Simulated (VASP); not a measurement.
CsPbCl₃ (space group R32): the band gap from VASP (plane waves, PAW) at several levels of theory. Gaps are without spin-orbit coupling. Each level names its cell: its own relaxed one, PBE's, or the starting one. A gap is the smallest over the k-mesh and a band path; hybrids may have named points in place of the path, and GW has the mesh alone.

| level | band gap (eV) |
|---|---|
| r2SCAN (own cell) | 2.53 |
| HSE06 (PBE cell) | 3.01 |

The cell of the r2SCAN (own cell) run:

```yaml
crystal:
  lattice:
    - [3.99980, 2.30929, 3.29022]
    - [-3.99980, 2.30929, 3.29022]
    - [0.00000, -4.61857, 3.29022]
  atoms:
    - { symbol: Cs, position: [0.50000, 0.50000, 0.50000] }
    - { symbol: Pb, position: [0.00000, 0.00000, 0.00000] }
    - { symbol: Cl, position: [0.50000, 0.01820, 0.98180] }
    - { symbol: Cl, position: [0.98180, 0.50000, 0.01820] }
    - { symbol: Cl, position: [0.01820, 0.98180, 0.50000] }
```

Only levels that ran to the end are used. Left out are those held back, those with too coarse a band path, GW runs whose mesh misses a band edge, hybrids' fits of cells that aren't cubic and levels without matching references; a question may draw on a part of the rest.

The structure comes from a computed database's CsPbCl3 entry (R32); how it stands against other phases isn't given here.
